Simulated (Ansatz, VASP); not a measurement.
**Na2MgSi3O8 in two plane-wave programs**

Aim: how closely do two programs agree when they are given the same cell, functional and k mesh? The structure shown is frame 66 of Ansatz's trajectory.

Method: plane waves, with VASP 6.6.1 beside it; single point at LDA, in Ansatz 0.2.0.

### Step 1. The structure

The cell holds 112 atoms: 8 Mg, 16 Na, 64 O and 24 Si. Cell: a = 11.311 Å, b = 11.311 Å, c = 11.311 Å, α = 90.0°, β = 90.0°, γ = 90.0°. As first built, before any earlier steps moved the atoms (in the runner's words): 112 atoms (8 Mg, 16 Na, 64 O, 24 Si) placed at random at 2.58 g/cm^3, melted at 4500 K for 20 ps at fixed volume with the Morse and Coulomb pair potential with partial charges (Pedone, Malavasi, Menziani, Cormack and Segre, J. Phys. Chem. B 110, 11780 (2006)). Quenched from 4500 K to 300 K at 10 K/ps and fixed volume, held 20 ps at zero pressure.

### Step 2. Ansatz: dynamics, LDA

Ansatz runs on its default PAW (the set named soft_2) files.

One frame of this run of dynamics is then solved in both programs, so the motion causes no difference.

input.yaml

```yaml
crystal:
  lattice:
    - [11.31113, 0.0, 0.0]
    - [0.0, 11.31113, 0.0]
    - [0.0, 0.0, 11.31113]
  atoms:
    - { symbol: Mg, position: [0.40398, 0.70881, 0.08662] }
    - { symbol: Mg, position: [0.99028, 0.35276, 0.14891] }
    - { symbol: Mg, position: [0.52351, 0.36945, 0.45757] }
    - { symbol: Mg, position: [0.87338, 0.31532, 0.86877] }
    - { symbol: Mg, position: [0.20815, 0.86958, 0.24936] }
    - { symbol: Mg, position: [0.30192, 0.28474, 0.50505] }
    - { symbol: Mg, position: [0.4647, 0.97885, 0.17035] }
    - { symbol: Mg, position: [0.73419, 0.08569, 0.80336] }
    - { symbol: Na, position: [0.90525, 0.65012, 0.12192] }
    - { symbol: Na, position: [0.4479, 0.19121, 0.96195] }
    - { symbol: Na, position: [0.13157, 0.32711, 0.34969] }
    - { symbol: Na, position: [0.9492, 0.92031, 0.27135] }
    - { symbol: Na, position: [0.05214, 0.0686, 0.80202] }
    - { symbol: Na, position: [0.09959, 0.79795, 0.55267] }
    - { symbol: Na, position: [0.19435, 0.22438, 0.80104] }
    - { symbol: Na, position: [0.71889, 0.16423, 0.0862] }
    - { symbol: Na, position: [0.75386, 0.41662, 0.17078] }
    - { symbol: Na, position: [0.37937, 0.51314, 0.83791] }
    - { symbol: Na, position: [0.46656, 0.29844, 0.20794] }
    - { symbol: Na, position: [0.95984, 0.11556, 0.09917] }
    - { symbol: Na, position: [0.74596, 0.35532, 0.47932] }
    - { symbol: Na, position: [0.69601, 0.82472, 0.18279] }
    - { symbol: Na, position: [0.3977, 0.97616, 0.45944] }
    - { symbol: Na, position: [0.89231, 0.87903, 0.68592] }
    - { symbol: O, position: [0.52051, 0.99492, 0.65812] }
    - { symbol: O, position: [0.77034, 0.62167, 0.4765] }
    - { symbol: O, position: [0.72658, 0.64171, 0.76339] }
    - { symbol: O, position: [0.01702, 0.51198, 0.21924] }
    - { symbol: O, position: [0.07587, 0.74235, 0.2571] }
    - { symbol: O, position: [0.31564, 0.0457, 0.74042] }
[... 76 atom lines left out ...]
    - { symbol: Si, position: [0.91172, 0.17158, 0.39606] }
    - { symbol: Si, position: [0.20838, 0.12464, 0.09933] }
    - { symbol: Si, position: [0.11426, 0.03637, 0.4836] }
    - { symbol: Si, position: [0.31207, 0.51343, 0.29153] }
    - { symbol: Si, position: [0.80012, 0.6199, 0.88331] }
    - { symbol: Si, position: [0.59672, 0.32557, 0.74546] }
kpoints:
  mp_grid: { grid: [1, 1, 1] }
hamiltonian:
  xc: lda
scf:
  occupations: { method: fixed }
output:
  forces: true
md:
  timestep: 1.0
  n_steps: 198
  ensemble: nvt_nose_hoover
  temperature: 300
  initial_velocities: maxwell_boltzmann
  seed: 3760
```

The run is started by

```sh
$ ansatz run input.yaml --threads 4 --pin off --max-ram 8192MiB --backend cpu --events-out ev --progress --plain --runs-dir out
```

Numbers of over 12 decimals in the logs are rounded to 6 here.

The log of the run:

```text
Warning: md: disabling space-group detection — thermal motion breaks the input geometry's symmetry, so no spatial operation reduces the k-mesh or symmetrises the density; time reversal is kept, so that k and −k are solved as one point where they differ and the mesh holds both, and exact exchange and, on two spinor components, a DFT+U term hold to it where the run has them: on two components no moment then forms, and  [...]
Engine: ansatz 0.2.0, aarch64-unknown-linux-gnu
Pseudopotentials: kind: paw
Pseudopotential: Mg, paw, valence charge 10, recommended cutoff 420 eV (normal), Mg.paw.azcp
Pseudopotential: Na, paw, valence charge 9, recommended cutoff 420 eV (normal), Na.paw.azcp
Pseudopotential: O, paw, valence charge 6, recommended cutoff 420 eV (normal), O.paw.azcp
Pseudopotential: Si, paw, valence charge 4, recommended cutoff 420 eV (normal), Si.paw.azcp
Functional definition: SPW92
  exchange = slater_x
  correlation = pw_c
Crystal: 112 atoms, lattice volume = 1447.165 Å³
Basis set: ecut = 420 eV, 28353 PW (Γ)
Bands: 464, of which v1, the nominal top of the filled ones, is band 352 counted from 1 (351 counted from 0)
Symmetry: 1 space group operations
k-points: 1
Non-local potential: Mg, projectors of the file, l = 0: 3, l = 1: 2, l = 2: 1
Non-local potential: Na, projectors of the file, l = 0: 3, l = 1: 2, l = 2: 1
Non-local potential: O, projectors of the file, l = 0: 2, l = 1: 2, l = 2: 1
Non-local potential: Si, projectors of the file, l = 0: 2, l = 1: 2, l = 2: 2
PAW form: soft (Blöchl's): semilocal exchange-correlation on the pseudo side does not see the compensation charge
PAW frozen core: Mg, regenerated for the run's functional, and the local potential with it (the file was generated under x = pbe(κ = 0.804, μ = 0.219515), c = pbe(β = 0.066725))
PAW frozen core: Na, regenerated for the run's functional, and the local potential with it (the file was generated under x = pbe(κ = 0.804, μ = 0.219515), c = pbe(β = 0.066725))
PAW frozen core: O, regenerated for the run's functional, and the local potential with it (the file was generated under x = pbe(κ = 0.804, μ = 0.219515), c = pbe(β = 0.066725))
PAW frozen core: Si, regenerated for the run's functional, and the local potential with it (the file was generated under x = pbe(κ = 0.804, μ = 0.219515), c = pbe(β = 0.066725))
PAW one-centre angular grid: Mg, 110 points (default); XC on 64 Gauss nodes
PAW one-centre angular grid: Na, 110 points (default); XC on 64 Gauss nodes
PAW one-centre angular grid: O, 110 points (default); XC on 64 Gauss nodes
PAW one-centre angular grid: Si, 110 points (default); XC on 64 Gauss nodes
Initial density: superposition of atomic densities (neutral atoms: chi_scale 0, normalization atom), corrected by the library's trained network
Initial wavefunctions: pseudopotential atomic-orbital guess
Functional: x = slater, c = lda
SCF iter   1: F=—  HF=-88941.167975 eV  |F-HF|=—  |Δ(HF+E_count)|=         —  Δρ=1.41e-2  dr2=2.57e0  ethr=1.77e-3  ⟨swp⟩=5.0  Hψ=1508  notcnv=0  defer=109
preconditioner: auto → Resta (q_TF=auto, 2.420 Å⁻¹)  ε∞=2.9  [insulator: Δε(μ)=2.464 eV  Ē_g=17.557 eV  n_scr=340 (ndim 8)  ℏωp=24.1 eV  f_vac=0.119  ε∞_Penn≈2.9]
SCF iter   2: F=—  HF=-88940.401302 eV  |F-HF|=—  |Δ(HF+E_count)|=   7.67e-1  Δρ=4.22e-3  dr2=1.16e-1  ethr=3.66e-4  ⟨swp⟩=2.0  Hψ=691  notcnv=0  defer=110
SCF iter   3: F=—  HF=-88940.362427 eV  |F-HF|=—  |Δ(HF+E_count)|=   3.89e-2  Δρ=1.67e-3  dr2=3.43e-2  ethr=1.65e-5  ⟨swp⟩=2.0  Hψ=662  notcnv=0  defer=108
automatic band count: iteration 3 solves 462 bands in place of 464: the levels show a gap, and the empty bands left out lie too high to hold charge; the band table lists the bands solved (type scf.n_extra_bands for more)
SCF iter   4: F=—  HF=-88940.355075 eV  |F-HF|=—  |Δ(HF+E_count)|=   7.35e-3  Δρ=1.07e-3  dr2=1.45e-2  ethr=4.87e-6  ⟨swp⟩=2.0  Hψ=551  notcnv=0  defer=108
SCF iter   5: F=—  HF=-88940.350929 eV  |F-HF|=—  |Δ(HF+E_count)|=   4.15e-3  Δρ=2.27e-4  dr2=9.24e-4  ethr=2.06e-6  ⟨swp⟩=2.0  Hψ=551  notcnv=0  defer=108
SCF iter   6: F=—  HF=-88940.350765 eV  |F-HF|=—  |Δ(HF+E_count)|=   1.64e-4  Δρ=1.06e-4  dr2=1.77e-4  ethr=1.31e-7  ⟨swp⟩=2.0  Hψ=549  notcnv=0  defer=107
SCF iter   7: F=—  HF=-88940.350719 eV  |F-HF|=—  |Δ(HF+E_count)|=   4.56e-5  Δρ=3.58e-5  dr2=2.12e-5  ethr=2.52e-8  ⟨swp⟩=2.0  Hψ=549  notcnv=0  defer=107
[...]
iter 1 solved again at ethr=3.65e-6 eV; its pass at ethr=3.10e-3 eV (dr2=2.57e-2 eV) is discarded
SCF iter   1: F=—  HF=-88944.313682 eV  |F-HF|=—  |Δ(HF+E_count)|=         —  Δρ=1.53e-3  dr2=2.76e-2  ethr=3.65e-6  ⟨swp⟩=2.0  Hψ=1716  notcnv=0  defer=108
automatic band count: iteration 1 solves 462 bands in place of 464: the levels show a gap, and the empty bands left out lie too high to hold charge; the band table lists the bands solved (type scf.n_extra_bands for more)
preconditioner: auto → Resta (q_TF=auto, 2.420 Å⁻¹)  ε∞=2.9  [insulator: Δε(μ)=2.676 eV  Ē_g=17.481 eV  n_scr=340 (ndim 8)  ℏωp=24.1 eV  f_vac=0.125  ε∞_Penn≈2.9]
SCF iter   2: F=—  HF=-88944.305057 eV  |F-HF|=—  |Δ(HF+E_count)|=   8.62e-3  Δρ=6.91e-4  dr2=5.77e-3  ethr=3.65e-6  ⟨swp⟩=2.0  Hψ=575  notcnv=0  defer=108
SCF iter   3: F=—  HF=-88944.303226 eV  |F-HF|=—  |Δ(HF+E_count)|=   1.83e-3  Δρ=3.44e-4  dr2=1.30e-3  ethr=8.19e-7  ⟨swp⟩=2.0  Hψ=687  notcnv=0  defer=108
SCF iter   4: F=—  HF=-88944.302889 eV  |F-HF|=—  |Δ(HF+E_count)|=   3.36e-4  Δρ=6.82e-5  dr2=8.09e-5  ethr=1.85e-7  ⟨swp⟩=2.0  Hψ=600  notcnv=0  defer=105
SCF iter   5: F=—  HF=-88944.300483 eV  |F-HF|=—  |Δ(HF+E_count)|=   2.41e-3  Δρ=5.72e-5  dr2=4.19e-5  ethr=1.15e-8  ⟨swp⟩=2.0  Hψ=656  notcnv=0  defer=103
SCF iter   6: F=—  HF=-88944.300475 eV  |F-HF|=—  |Δ(HF+E_count)|=   8.63e-6  Δρ=1.23e-5  dr2=2.15e-6  ethr=5.95e-9  ⟨swp⟩=3.0  Hψ=558  notcnv=0  defer=103
SCF iter   7: F=—  HF=-88944.300475 eV  |F-HF|=—  |Δ(HF+E_count)|=   1.95e-7  Δρ=9.10e-6  dr2=1.01e-6  ethr=3.05e-10  ⟨swp⟩=3.0  Hψ=666  notcnv=0  defer=103
SCF iter   8: F=-88944.300475 eV  HF=-88944.300475 eV  |F-HF|=5.09e-9  |Δ(HF+E_count)|=   1.70e-7  Δρ=1.42e-6  dr2=2.92e-8  ethr=1.42e-11  ⟨swp⟩=3.0  Hψ=1688  notcnv=0
SCF 199 converged in 8 iterations: F = -88944.300475 eV  dr2 = 2.92e-8
md step   198: t =   198.00 fs  T =   341.1 K  F+E_penalty+E_count = -88944.30047454 eV  E_kin = 4.894501 eV  conserved = -88936.06034889 eV  (8 SCF iters)
SCF converged after 8 iterations
Free energy (F): -88944.300475 eV
Harris-Foulkes:  -88944.300475 eV  (|F-HF|=5.09e-9)
Internal energy: -88944.300475 eV  (E = F + TS)
E sigma→0 (E₀):  -88944.300475 eV
Fermi energy:    4.157281 eV
--- Per-component energies (eV) ---
  E_band       = -7765.440032
  E_kinetic    = 14945.422735
  E_local      = -64336.802371  (includes V_loc(G=0)·N_el)
  E_nonlocal   = 6439.239074
  E_hartree    = 23394.457610
  E_xc         = -6844.507611
  E_vxc        = -8257.729195  (∫ρ·V_xc dr)
  E_paw        = -27213.546051  (= ΣΔE_a)
  E_vpaw       = -3344.649042  (= ΣTr[D̂ρ^β])
  E_aug_tail   = 0.164766  (compensation charges beyond the density's cutoff)
  E_ewald      = -35340.413614
  E_core_change = 11.684988  (= ΣΔE_core)
  E_smearing   = -0.000000  (= −TS)
  E_closure    = 0.000000  (closes the sum)
  Σ components = -88944.300475   (vs F -88944.300475, Δ=0.00e0)
--- Forces (eV/Å), atoms counted from 1 ---
  atom   1  Mg     0.70102894    -0.32574974     0.40681824
  atom   2  Mg    -0.84399828    -0.99995907    -1.53307082
  atom   3  Mg     1.37721738    -0.31116395     0.75162815
  atom   4  Mg    -0.19471095    -0.32175170     0.40446309
  atom   5  Mg    -0.69292739     0.02782300    -0.08607038
  atom   6  Mg     0.74164121     0.53013610     1.29219453
  atom   7  Mg     0.17594180     0.31727446    -1.06121983
  atom   8  Mg    -0.26372375     0.15233374    -0.14073587
  atom   9  Na     0.68034057    -0.02351215     0.05784290
  atom  10  Na     0.04186085    -0.00900492    -0.10371538
  atom  11  Na    -0.03977487    -0.05197236     1.25388033
  atom  12  Na    -0.08651081    -0.13114382    -0.22705159
  atom  13  Na    -0.07832480     0.40852622     0.39287485
  atom  14  Na    -0.00973333     0.21285114    -0.06310736
  atom  15  Na     0.13700752    -0.27836348    -0.06242988
  atom  16  Na    -0.18510428     0.21241241    -0.22637983
  atom  17  Na    -0.23327227    -0.30626772    -0.12522108
  atom  18  Na     0.31385302    -0.00968980     0.13709929
  atom  19  Na    -0.19126329    -0.08021239     0.00823676
  atom  20  Na    -0.61919012     0.29223418    -0.04673662
  atom  21  Na     0.53180418     0.11980224    -0.42026470
  atom  22  Na     0.44095691     0.38514991    -0.08129603
  atom  23  Na    -0.10983106     0.09675962    -0.08255254
  atom  24  Na    -0.01946440     0.16546222     0.06323387
[...]
atom 105  Si    -1.30574547     1.10670207    -1.23618199
  atom 106  Si     1.52489288    -2.02455595    -0.01130519
  atom 107  Si    -0.21695765     1.17928500    -0.32010172
  atom 108  Si    -1.93667564    -0.42305028    -0.21938365
  atom 109  Si    -2.06636817    -0.54423261     1.83560585
  atom 110  Si     0.84763361     0.32271843     0.19206340
  atom 111  Si     0.17920781     2.23992184    -1.96322914
  atom 112  Si    -1.31714459     1.40423328     1.21834880
  max |Σ_I F_I| component: 8.88e-5 eV/Å
--- MD trajectory: 198 steps, t = 0.0 → 198.0 fs ---
  final state: T = 341.1 K   F+E_penalty+E_count = -88944.30047454 eV   E_kin = 4.894501 eV
  conserved energy: peak-to-peak 1.965e-2 eV (1.754e-4 eV/atom) over 198.0 fs
```

### Step 3. VASP: single point, LDA

The same cell, functional (in two slightly different forms) and mesh now go to VASP, with its own data sets.

Lines of VASP's logs that name or quote its potential files are left out, and so is its time.

INCAR

```
SYSTEM = Na2MgSi3O8
PREC = Accurate
ENCUT = 520
EDIFF = 1E-06
NELM = 120
ISMEAR = 0
SIGMA = 0.01
LREAL = Auto
ALGO = Normal
GGA = CA
NBANDS = 384
LORBIT = 11
LWAVE = .FALSE.
LCHARG = .FALSE.
ISIF = 2
LASPH = .TRUE.
GGA_COMPAT = .FALSE.
EFERMI = MIDGAP
NCORE = 4
```

POSCAR

```
Na2MgSi3O8
1.0
   11.3111300000      0.0000000000      0.0000000000
    0.0000000000     11.3111300000      0.0000000000
    0.0000000000      0.0000000000     11.3111300000
Mg Na O Si
8 16 64 24
Direct
    0.4145297596      0.7224565539      0.0708152059
    0.9938794798      0.3551634540      0.1266451716
    0.5211504067      0.3983156413      0.4562850926
    0.8667657431      0.3288088812      0.8663679049
    0.1992815926      0.8733079719      0.2505762024
    0.2890869436      0.2717677191      0.5353576522
    0.4694491178      0.9830671206      0.1848444850
    0.7224123496      0.0830332602      0.8073729150
    0.9243638788      0.6654065509      0.1005116200
    0.4149099162      0.1839780818      0.9484551941
    0.1292709040      0.3214444534      0.3318236109
    0.9755347167      0.9229051386      0.2629445511
    0.0417906964      0.0434792987      0.7922727437
    0.1126412657      0.7912914094      0.5692357881
    0.2234524756      0.2506469292      0.8094328330
    0.7076304489      0.1233828981      0.0708947736
    0.7228013470      0.4181279854      0.1915546899
    0.3777253024      0.4853803289      0.8450349346
    0.4673715181      0.2947892916      0.2130114321
    0.9725553503      0.1082650451      0.0908220487
    0.7555036499      0.3496644456      0.4884834672
    0.6926010045      0.7921931761      0.1580125063
    0.3774423952      0.9769846160      0.4558342093
    0.8991939797      0.8999012477      0.6734870875
    0.5238468659      0.0018804487      0.6639566515
    0.7664132584      0.6288496375      0.4821003737
    0.7197247313      0.6430568829      0.7619574702
    0.0128811180      0.5094539626      0.2107128112
    0.0746079304      0.7421009218      0.2723335334
    0.3221075171      0.0667307334      0.7543543395
[... 76 atom lines left out ...]
    0.9200318624      0.1876647161      0.3894305874
    0.2105978801      0.1133838971      0.0925725370
    0.1164781945      0.0455126941      0.4827192332
    0.3122853331      0.5006484763      0.2883796756
    0.7931833513      0.6235893319      0.8886291644
    0.5988349528      0.3225584004      0.7456461026
```

KPOINTS

```
Automatic mesh
0
Gamma
1 1 1
0 0 0
```

Potentials, in the order of the species: Mg, Na_pv, O and Si (LDA family, release 64).

The run is started by

```sh
$ mpirun -np 16 vasp_gam
```

The log of the run:

```text
[banner, memory and clock lines left out]
running   16 mpi-ranks, on    1 nodes
[...]
LDA part: xc-table for (Slater(with rela. corr.)+CA(PZ))
 , standard interpolation
 POSCAR, INCAR and KPOINTS ok, starting setup
[...]
entering main loop
       N       E                     dE             d eps       ncg     rms          rms(c)
DAV:   1     0.798199139452E+04    0.79820E+04   -0.32653E+05   768   0.175E+03
DAV:   2     0.314270911141E+03   -0.76677E+04   -0.72162E+04   856   0.477E+02
DAV:   3    -0.877602209226E+03   -0.11919E+04   -0.11645E+04   824   0.204E+02
DAV:   4    -0.949808284643E+03   -0.72206E+02   -0.71237E+02   944   0.540E+01
[...]
DAV:  18    -0.829722055676E+03    0.59154E-05   -0.23944E-05   920   0.123E-02    0.130E-02
DAV:  19    -0.829722052878E+03    0.27990E-05   -0.96699E-06   848   0.920E-03    0.532E-03
DAV:  20    -0.829722052887E+03   -0.92623E-08   -0.32928E-06   744   0.535E-03
   1 F= -.82972205E+03 E0= -.82972205E+03  d E =0.000000E+00
```

OUTCAR, selected parts (step 3):

```text
  Total        2.1848889    -41.1694088     -9.2182490     -5.7065979     14.0402529     -8.7367363
  in kB        2.4189226    -45.5792560    -10.2056586     -6.3178582     15.5441698     -9.6725689
  external PRESSURE =     -17.7886640 kB  Pullay stress =       0.0000000 kB

 POSITION                                       TOTAL-FORCE (eV/Angst)
 -----------------------------------------------------------------------------------
      4.68880      8.17180      0.80100        -0.198693      0.427799      0.022876
     11.24190      4.01730      1.43250        -1.038426      0.310300      0.727587
      5.89480      4.50540      5.16110         0.647572     -0.876806     -0.133783
      9.80410      3.71920      9.79960         0.487524      0.128768     -0.549002
      2.25410      9.87810      2.83430         0.517751     -0.048305     -0.353776
      3.26990      3.07400      6.05550        -1.121122      1.817813     -0.052571
[...]
8.87060      1.68480      4.36500        -1.386766      0.471780     -0.217457
      3.24600      5.16160      1.71720         0.733674     -0.239652      0.506043
      3.65780      9.42780      7.65060        -0.354461     -0.059263     -1.060556
      3.34270      3.80540     10.69670         2.049800      0.470144     -0.061725
      2.06440      1.20430     10.78560        -0.192223      0.461305      0.239115
      9.98580      3.21000      0.25810         0.204242     -0.304822      0.410925
      8.94950      7.18220      2.80390        -1.494312      0.359205     -0.310691
[...]
-----------------------------------------------------------------------------------
    total drift:                                0.000200      0.003457     -0.016031

  FREE ENERGIE OF THE ION-ELECTRON SYSTEM (eV)
  ---------------------------------------------------
  free  energy   TOTEN  =      -829.7220528868 eV

  energy  without entropy=     -829.7220528868  energy(sigma->0) =     -829.72205289

[... 3 further parts left out ...]
[key lines of the parts left out:]
E-fermi :   3.3743
```

The run ends at a pressure of -1.78 GPa, with forces up to 4.3 eV/Å.

### Step 4. Side by side

Known differences besides the potentials themselves: the two LDA forms differ slightly; fixed occupations in Ansatz, narrow Gaussian smearing in VASP; the data sets hold 704 valence electrons in Ansatz (on its default PAW (the set named soft_2) files) and 608 in VASP; the cutoff is 420 eV in Ansatz and 520 eV in VASP (PREC = Accurate, projectors in real space); VASP's log shows a relativistic correction to its local exchange, Ansatz's none. Total energies have different zeros and are not compared.

Forces on 9 of the 112 atoms, those with the largest forces and the largest differences (eV/Å; atoms numbered as in POSCAR):

```
 atom         Ansatz x, y, z           VASP x, y, z
  O51   1.801, 3.414, -0.617   1.874, 3.548, -0.645
  O68  -0.272, -0.079, 1.174  -0.350, -0.016, 1.305
  O70  -0.627, -1.574, 3.210  -0.634, -1.629, 3.368
  O71   -2.930, 0.774, 1.186   -3.010, 0.804, 1.213
  O78  1.518, -1.334, -0.319  1.636, -1.465, -0.340
 Si96   -2.423, 1.190, 2.730   -2.456, 1.175, 2.807
Si102    2.914, 1.349, 0.701    2.921, 1.349, 0.692
Si106   3.618, -2.230, 0.675   3.606, -2.318, 0.629
Si111   0.934, 1.202, -3.285   0.998, 1.208, -3.318
```

The forces differ by 47 meV/Å r.m.s., which is 4.7 % of the r.m.s. force of 0.999 eV/Å (both taken over all components).

### Step 5. Outcome

| Item | Value |
| --- | --- |
| r.m.s. force difference (single point, LDA) | 4.7 % of the r.m.s. force |

The r.m.s. force difference is 4.7 % of the r.m.s. force (single point, LDA), beyond the 3 % picked in this series as the mark of a large difference. The data sets hold unlike numbers of valence electrons (704 in Ansatz and 608 in VASP), so part of the differences comes from the potentials. What causes the difference of the single point, LDA pair stays open here. 2 further runs of this series are not shown here. Such differences can come from data sets, numerical settings and the points named under the comparisons, not from the functional's error against experiment.

[Lines on the potential files, build, host, timing and source positions are cut from VASP's logs without a mark.]

[Logs are printed without paths, hosts, clocks, repeated set-up lines and the standing remarks that a program may print on its own settings, such as how far it seeks lower states.]

[Hosts, paths, dates, database ids (printed as entryN), source tags and the programs' standing remarks are cut or masked in the printed files.]
